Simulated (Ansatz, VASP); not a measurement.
# Ni (Nickel): VASP beside Ansatz, part 2 of 2

Wanted: the spread between two codes on one cell, functional and k mesh. The cell is taken from a series of runs on this material, whose earlier steps may have relaxed, scaled, displaced or heated it; both programs get it as it stands.

VASP 6.6.1 and Ansatz 0.2.0.

So far: The structure; Ansatz: relaxation of cell and atoms, PBEsol.

## (3) VASP: relaxation of cell and atoms, PBEsol

Level of this step: PBEsol, spin-polarised from a ferromagnetic start (one magnetic atom a cell); plane waves and PAW (Ni) (VASP).

The same cell, functional, mesh and smearing now go to VASP, with its own data sets.

Lines of VASP's logs that name or quote its potential files are left out, and so is its time.

INCAR

```
SYSTEM = Ni
PREC = Accurate
ENCUT = 600
EDIFF = 1E-07
NELM = 200
ISMEAR = 0
SIGMA = 0.1
LREAL = .FALSE.
ALGO = Normal
GGA = PS
NBANDS = 12
ISPIN = 2
MAGMOM = 0.65
LASPH = .TRUE.
LMAXMIX = 4
LORBIT = 11
LWAVE = .FALSE.
LCHARG = .FALSE.
ISIF = 3
IBRION = 2
NSW = 80
EDIFFG = -0.005
GGA_COMPAT = .FALSE.
NELMIN = 4
KPAR = 2
```

POSCAR

```
Ni
1.0
    0.0000000000      1.7332380000      1.7332380000
    1.7332380000      0.0000000000      1.7332380000
    1.7332380000      1.7332380000      0.0000000000
Ni
1
Direct
    0.0000000000      0.0000000000      0.0000000000
```

KPOINTS

```
Automatic mesh
0
Gamma
26 26 26
0 0 0
```

Potentials, in the order of the species: Ni (PBE family, release 64).

Run with:

```console
mpirun -np 2 vasp_std
```

Numbers of over 12 decimals in the logs are rounded to 6 here.

The program printed:

```text
[banner, memory and clock lines left out]
running    2 mpi-ranks, on    1 nodes
 distrk:  each k-point on    1 cores,    2 groups
 distr:  one band on    1 cores,    1 groups

 POSCAR found type information on POSCAR Ni
 POSCAR found :  1 types and       1 ions
|                                                                             |
|               ----> ADVICE to this user running VASP <----                  |
|                                                                             |
|     You enforced a specific xc type in the INCAR file but a different       |
|     [... a line on the potential file left out ...]
|     I HOPE YOU KNOW WHAT YOU ARE DOING!                                     |
|                                                                             |

 LDA part: xc-table for (Slater+PW92), standard interpolation
 POSCAR, INCAR and KPOINTS ok, starting setup
 FFT: planning ... GRIDC
 FFT: planning ... GRID_SOFT
 FFT: planning ... GRID
 WAVECAR not read
 entering main loop
       N       E                     dE             d eps       ncg     rms          rms(c)
DAV:   1     0.333528471271E+02    0.33353E+02   -0.50226E+03 25380   0.121E+03
DAV:   2    -0.604696512671E+01   -0.39400E+02   -0.37062E+02 26012   0.187E+02
DAV:   3    -0.734164353052E+01   -0.12947E+01   -0.12818E+01 28244   0.365E+01
DAV:   4    -0.735204254294E+01   -0.10399E-01   -0.10396E-01 27972   0.300E+00
DAV:   5    -0.735224420088E+01   -0.20166E-03   -0.20166E-03 29344   0.395E-01    0.111E+01
DAV:   6    -0.649592679605E+01    0.85632E+00   -0.16080E+01 31380   0.539E+01    0.587E+00
DAV:   7    -0.616080188326E+01    0.33512E+00   -0.25600E+00 31108   0.201E+01    0.199E+00
DAV:   8    -0.614252891402E+01    0.18273E-01   -0.22595E-02 34632   0.133E+00    0.966E-01
DAV:   9    -0.613975020613E+01    0.27787E-02   -0.16675E-03 37752   0.295E-01    0.279E-01
DAV:  10    -0.613908038555E+01    0.66982E-03   -0.48766E-04 37948   0.136E-01    0.479E-02
DAV:  11    -0.613905780854E+01    0.22577E-04   -0.74612E-05 33312   0.864E-02    0.276E-02
DAV:  12    -0.613905856832E+01   -0.75978E-06   -0.18148E-06 27972   0.154E-02    0.139E-02
DAV:  13    -0.613905893014E+01   -0.36182E-06   -0.62575E-07 31508   0.752E-03    0.557E-03
DAV:  14    -0.613905880982E+01    0.12031E-06   -0.92708E-08 14328   0.380E-03    0.925E-04
DAV:  15    -0.613905878689E+01    0.22932E-07   -0.10898E-08 13516   0.999E-04
   1 F= -.61390588E+01 E0= -.61345644E+01  d E =-.613906E+01  mag=     0.6026
 curvature:   0.00 expect dE= 0.000E+00 dE for cont linesearch  0.000E+00
 trial: gam= 0.00000 g(F)=  0.293E-63 g(S)=  0.535E-03 ort = 0.000E+00 (trialstep = 0.100E+01)
 search vector abs. value=  0.535E-03
 bond charge predicted
       N       E                     dE             d eps       ncg     rms          rms(c)
DAV:   1    -0.615287507824E+01   -0.13816E-01   -0.18637E-01 31296   0.616E+00    0.996E-01
DAV:   2    -0.614326849884E+01    0.96066E-02   -0.17944E-01 31416   0.530E+00    0.514E-01
DAV:   3    -0.613933940633E+01    0.39291E-02   -0.25909E-02 31108   0.211E+00    0.155E-01
DAV:   4    -0.613907019239E+01    0.26921E-03   -0.19602E-04 28360   0.103E-01    0.896E-02
DAV:   5    -0.613902937292E+01    0.40819E-04   -0.68325E-05 35540   0.515E-02    0.178E-02
DAV:   6    -0.613903079721E+01   -0.14243E-05   -0.33320E-06 32556   0.145E-02    0.807E-03
DAV:   7    -0.613903031636E+01    0.48085E-06   -0.46373E-07 25028   0.780E-03    0.178E-03
DAV:   8    -0.613903018130E+01    0.13506E-06   -0.15654E-08 13384   0.115E-03    0.107E-03
DAV:   9    -0.613903017554E+01    0.57607E-08   -0.41569E-09 12868   0.650E-04
   2 F= -.61390302E+01 E0= -.61345970E+01  d E =0.286114E-04  mag=     0.5987
 trial-energy change:    0.000029  1 .order    0.000036   -0.000535    0.000607
 step:   0.4780(harm=  0.4688)  dis= 0.00000  next Energy=    -6.139187 (dE=-0.129E-03)
 bond charge predicted
       N       E                     dE             d eps       ncg     rms          rms(c)
DAV:   1    -0.614297340362E+01   -0.39432E-02   -0.51006E-02 31344   0.325E+00    0.520E-01
DAV:   2    -0.614037113017E+01    0.26023E-02   -0.49973E-02 31488   0.276E+00    0.270E-01
DAV:   3    -0.613927096836E+01    0.11002E-02   -0.72093E-03 31040   0.112E+00    0.823E-02
DAV:   4    -0.613919586940E+01    0.75099E-04   -0.54218E-05 28216   0.544E-02    0.473E-02
DAV:   5    -0.613918559970E+01    0.10270E-04   -0.19322E-05 35320   0.272E-02    0.903E-03
DAV:   6    -0.613918654851E+01   -0.94881E-06   -0.54569E-07 24776   0.629E-03    0.418E-03
DAV:   7    -0.613918688246E+01   -0.33395E-06   -0.16221E-07 17712   0.537E-03    0.863E-04
DAV:   8    -0.613918692900E+01   -0.46542E-07   -0.28035E-09 12776   0.624E-04
   3 F= -.61391869E+01 E0= -.61347214E+01  d E =-.128142E-03  mag=     0.6007
 curvature:  -0.23 expect dE=-0.165E-07 dE for cont linesearch -0.165E-07
 trial: gam= 0.00000 g(F)=  0.586E-64 g(S)=  0.703E-07 ort =-0.613E-05 (trialstep = 0.896E+00)
 search vector abs. value=  0.704E-07
 reached required accuracy - stopping structural energy minimisation
```

From OUTCAR (step 3):

```text
ion  position               nearest neighbor table
   1  0.000  0.000  0.000-

  LATTYP: Found a face centered cubic cell.
 ALAT       =     3.4664760000

 Subroutine GETGRP returns: Found 48 space group operations
 (whereof 48 operations were pure point group operations)

The static configuration has the point symmetry O_h .

 Found    511 irreducible k-points:

   k-points           NKPTS =    511   k-points in BZ     NKDIM =    511   number of bands    NBANDS=     12

   dimension x,y,z NGX =    20 NGY =   20 NGZ =   20
   dimension x,y,z NGXF=    40 NGYF=   40 NGZF=   40

   ENCUT  =  600.0 eV  44.10 Ry    6.64 a.u.   4.90  4.90  4.90*2*pi/ulx,y,z

   NELECT =      10.0000    total number of electrons

 k-points in reciprocal lattice and weights: Automatic mesh
   0.00000000  0.00000000  0.00000000       0.000
   0.03846154  0.00000000  0.00000000       0.000
   0.07692308  0.00000000  0.00000000       0.000
   0.11538462  0.00000000  0.00000000       0.000
   0.15384615  0.00000000  0.00000000       0.000
   0.19230769  0.00000000  0.00000000       0.000
   0.23076923  0.00000000  0.00000000       0.000
   0.26923077  0.00000000  0.00000000       0.000
   0.30769231  0.00000000  0.00000000       0.000
[...]
-0.26923077  0.46153846  0.23076923       0.001
  -0.26923077  0.50000000  0.23076923       0.001

 average (electrostatic) potential at core
       1 -81.2741

 E-fermi :   9.8822

 spin component 1
 k-point     1 :       0.0000    0.0000    0.0000
  band No.  band energies     occupation
    ...
      2       7.3443      1.00000
      3       7.3443      1.00000
      4       7.3443      1.00000
      5       8.5976      1.00000
      6       8.5976      1.00000
      7      33.9858      0.00000
      8      38.2047      0.00000
      9      38.2047      0.00000
     10      38.2047      0.00000
     11      41.2916      0.00000
    ...

 k-point     2 :       0.0385    0.0000    0.0000
  band No.  band energies     occupation
    ...
      2       7.3276      1.00000
      3       7.3585      1.00000
      4       7.3585      1.00000
      5       8.5912      1.00000
      6       8.5912      1.00000
      7      33.8415      0.00000
      8      37.2431      0.00000
      9      38.0588      0.00000
     10      38.0588      0.00000
     11      41.5041      0.00000
    ...

 k-point     3 :       0.0769    0.0000    0.0000
  band No.  band energies     occupation
    ...
      2       7.2800      1.00000
      3       7.3987      1.00000
      4       7.3987      1.00000
      5       8.5746      1.00000
      6       8.5746      1.00000
      7      33.1763      0.00000
      8      35.9116      0.00000
      9      37.7137      0.00000
     10      37.7137      0.00000
     11      42.0299      0.00000
    ...

 k-point     4 :       0.1154    0.0000    0.0000
  band No.  band energies     occupation
    ...
      2       7.2083      1.00000
      3       7.4573      1.00000
      4       7.4573      1.00000
      5       8.5552      1.00000
      6       8.5552      1.00000
      7      31.6832      0.00000
      8      35.2355      0.00000
      9      37.3047      0.00000
     10      37.3047      0.00000
     11      42.3802      0.00000
    ...

 k-point     5 :       0.1538    0.0000    0.0000
  band No.  band energies     occupation
    ...
      2       7.1240      1.00000
      3       7.5205      1.00000
      4       7.5205      1.00000
      5       8.5461      1.00000
      6       8.5461      1.00000
      7      29.7616      0.00000
      8      34.9191      0.00000
      9      36.9041      0.00000
     10      36.9041      0.00000
     11      42.3411      0.00000
    ...

 k-point     6 :       0.1923    0.0000    0.0000
  band No.  band energies     occupation
    ...
      2       7.0440      1.00000
      3       7.5697      1.00000
      4       7.5697      1.00000
      5       8.5646      1.00000
      6       8.5646      1.00000
      7      27.7475      0.00000
      8      34.6424      0.00000
      9      36.5415      0.00000
     10      36.5415      0.00000
     11      42.4131      0.00000
    ...

  Total        0.0006968      0.0006968      0.0006968     -0.0000000      0.0000000      0.0000000
  in kB        0.1076619      0.1076619      0.1076619     -0.0000000      0.0000000      0.0000000
  external PRESSURE =       0.1076619 kB  Pullay stress =       0.0000000 kB

  energy-cutoff  :      600.00
  volume of cell :       10.37
      direct lattice vectors                 reciprocal lattice vectors
     0.000000000  1.730807306  1.730807306    -0.288882534  0.288882534  0.288882534
     1.730807306  0.000000000  1.730807306     0.288882534 -0.288882534  0.288882534
     1.730807306  1.730807306 -0.000000000     0.288882534  0.288882534 -0.288882534

 POSITION                                       TOTAL-FORCE (eV/Angst)
 -----------------------------------------------------------------------------------
      0.00000      0.00000      0.00000        -0.000000     -0.000000     -0.000000
 -----------------------------------------------------------------------------------
    total drift:                                0.000000      0.000000      0.000000

  FREE ENERGIE OF THE ION-ELECTRON SYSTEM (eV)
  ---------------------------------------------------
  free  energy   TOTEN  =        -6.1391869290 eV

  energy  without entropy=       -6.1302557914  energy(sigma->0) =       -6.13472136

 reached required accuracy - stopping structural energy minimisation

 total charge
# of ion       s       p       d       tot
------------------------------------------
    1        0.521   0.547   8.336   9.403

 magnetization (x)
# of ion       s       p       d       tot
------------------------------------------
    1       -0.007  -0.024   0.637   0.606

[... 6 further parts left out ...]
```

CONTCAR:

```
Ni
   1.00000000000000
     0.0000000000000000    1.7308073056449425    1.7308073056449425
     1.7308073056449425    0.0000000000000000    1.7308073056449425
     1.7308073056449425    1.7308073056449425   -0.0000000000000000
  Ni
     1
Direct
     0.0000000000000000    0.0000000000000000    0.0000000000000000
```

## (4) Comparison

Known differences besides the potentials themselves: VASP starts from the moments at which Ansatz ended; the data sets hold 18 valence electrons in Ansatz (on its PAW soft_1 files) and 10 in VASP; the cutoff is 420 eV in Ansatz and 600 eV in VASP; Ansatz makes its cores anew for this functional, VASP keeps those of its PBE data sets; Ansatz adds a Pulay correction to the stress that steers its cell, VASP none; site moments are counted in spheres of each program's own size. Total energies have different zeros and are not compared.

The two programs side by side:

| quantity | Ansatz | VASP | difference |
| --- | --- | --- | --- |
| volume (Å³) | 10.38 | 10.37 | +0.13 % |
| edge a after relaxation, in the typed setting (Å) | 2.449 | 2.448 | +0.04 % |
| total moment (μB) | 0.62 | 0.60 | +0.02 |
| moment on Ni1 (μB) | 0.65 | 0.61 | +0.05 |

## (5) Outcome

```json
{
 "difference in volume (relaxation of cell and atoms, PBEsol)": "0.13 %"
}
```

In words: The difference in volume is 0.13 % (relaxation of cell and atoms, PBEsol), within the 1.2 % picked in this series as the mark of a large difference, as far as the stopping tolerances let one tell. The data sets hold unlike numbers of valence electrons (18 in Ansatz and 10 in VASP), so part of the differences comes from the potentials. How closely two codes agree says nothing of how well the functional describes the real material.

[Lines on the potential files, build, host, timing and source positions are cut from VASP's logs without a mark.]

[Logs are printed without paths, hosts, clocks, repeated set-up lines and the standing remarks that a program may print on its own settings, such as how far it seeks lower states.]

[Hosts, paths, dates, database ids (printed as entryN), source tags and the programs' standing remarks are cut or masked in the printed files.]
